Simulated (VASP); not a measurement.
HfO2:

```
CELL_PARAMETERS angstrom
0.00000 2.55000 2.55000
2.55000 0.00000 2.55000
2.55000 2.55000 0.00000
ATOMIC_POSITIONS crystal
Hf 0.00000 0.00000 0.00000
O 0.25000 0.25000 0.25000
O 0.75000 0.75000 0.75000
```

The cell was built by a generator and needn't be a form met in nature.

Base run:

```yaml
Program: VASP 6.6.1
Functional: PBEsol
Potentials_or_basis: VASP PAW PBE potentials, release 64 (Hf_pv, O)
Cutoff: 700 eV
k_mesh: 6 × 6 × 6
Occupations: gaussian, width 0.05 eV
Spin: no spin polarisation
```

Its results: band gap on the k mesh 3.63 eV, direct; pressure -11.8 GPa.

Task: The run is repeated on the same cell with these changes: functional from PBEsol to LDA; potentials or basis from VASP PAW PBE potentials, release 64 (Hf_pv, O) to VASP PAW LDA potentials, release 64 (Hf_pv, O). What comes out?

Result: Band gap on the k mesh 3.55 eV, direct; pressure -17.7 GPa.

Caveats: spin-orbit coupling is left out, which moves the levels of the heavy elements; the PAW data sets were made with another functional, which shifts forces and pressure a little (some runs); so large a pressure means that the cell lies far from this level's equilibrium, or that cutoff or potentials fall short (some runs).

A k mesh can miss the band edges.
